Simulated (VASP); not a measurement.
The system is PbS (Galena).

```
CELL_PARAMETERS angstrom
0.00000 2.96575 2.96575
2.96575 0.00000 2.96575
2.96575 2.96575 0.00000
ATOMIC_POSITIONS crystal
Pb 0.00000 0.00000 0.00000
S 0.50000 0.50000 0.50000
```

Base run:

- Program: VASP 6.6.1
- Functional: LDA
- Potentials or basis: VASP PAW LDA potentials, release 64 (Pb_d, S)
- Cutoff: 520 eV
- k mesh: 8 × 8 × 8
- Occupations: gaussian, width 0.02 eV
- Spin: no spin polarisation

Its results: band gap on the k mesh 0.21 eV, direct; pressure -2.5 GPa.

Task: The run is repeated on the same cell with these changes: functional from LDA to PBE; potentials or basis from VASP PAW LDA potentials, release 64 (Pb_d, S) to VASP PAW PBE potentials, release 64 (Pb_d_GW, S_GW); cutoff from 520 eV to 450 eV; valence electrons from 20 to 22. What comes out?

Result: Band gap on the k mesh 0.36 eV, direct; pressure 2.1 GPa.

Caveats: spin-orbit coupling is left out, which as a rule narrows the gap of such compounds by several tenths of an eV.
